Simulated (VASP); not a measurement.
The system is CoSi.

```xyz
8
Lattice="4.4380 0.0000 0.0000 0.0000 4.4380 0.0000 0.0000 0.0000 4.4380" Properties=species:S:1:pos:R:3 pbc="T T T"
Co    0.6213    0.6213    0.6213
Co    1.5977    3.8167    2.8403
Co    2.8403    1.5977    3.8167
Co    3.8167    2.8403    1.5977
Si    3.7412    3.7412    3.7412
Si    2.9158    0.6968    1.5222
Si    1.5222    2.9158    0.6968
Si    0.6968    1.5222    2.9158
```

```yaml
Program: VASP 6.6.1
Task: relaxation of cell and atoms
Functional: PBEsol
Potentials_or_basis: VASP PAW PBE potentials, release 64 (Co, Si)
Cutoff: 600 eV
k_mesh: 8 × 8 × 8
Occupations: methfessel-paxton, width 0.1 eV
Spin: no spin polarisation
```

At the start: pressure -7.1 GPa; volume 10.93 Å³/atom.

Question: Where does the relaxation end?

Answer: Over 10 steps the energy falls by 11.6 meV/atom and the volume is 10.55 Å³/atom (-3.4 %); space group P2_13 (No. 198, to 0.05 Å).

Step by step:
```
step  energy change (eV)  largest force (eV/Å)  pressure (GPa)  volume (Å³)
   1              0.0000                0.2447           -7.07        87.41
   2              0.0241                0.4059           10.31        81.45
   3             -0.0678                0.3234            0.34        84.58
   4             -0.0830                0.2030            0.37        84.49
   5             -0.0926                0.0482            0.38        84.35
   6             -0.0927                0.0492            0.25        84.33
   7             -0.0928                0.0049           -0.51        84.57
   8             -0.0929                0.0252           -0.23        84.46
   9             -0.0930                0.0127            0.03        84.38
  10             -0.0930                0.0016           -0.01        84.41
```

Final structure:
```
CELL_PARAMETERS angstrom
4.38658 0.00000 0.00000
0.00000 4.38658 0.00000
0.00000 0.00000 4.38658
ATOMIC_POSITIONS crystal
Co 0.14575 0.14575 0.14575
Co 0.35425 0.85425 0.64575
Co 0.64575 0.35425 0.85425
Co 0.85425 0.64575 0.35425
Si 0.84333 0.84333 0.84333
Si 0.65667 0.15667 0.34333
Si 0.34333 0.65667 0.15667
Si 0.15667 0.34333 0.65667
```

Caveat: the PAW data sets were made with another functional, which shifts forces and pressure a little.
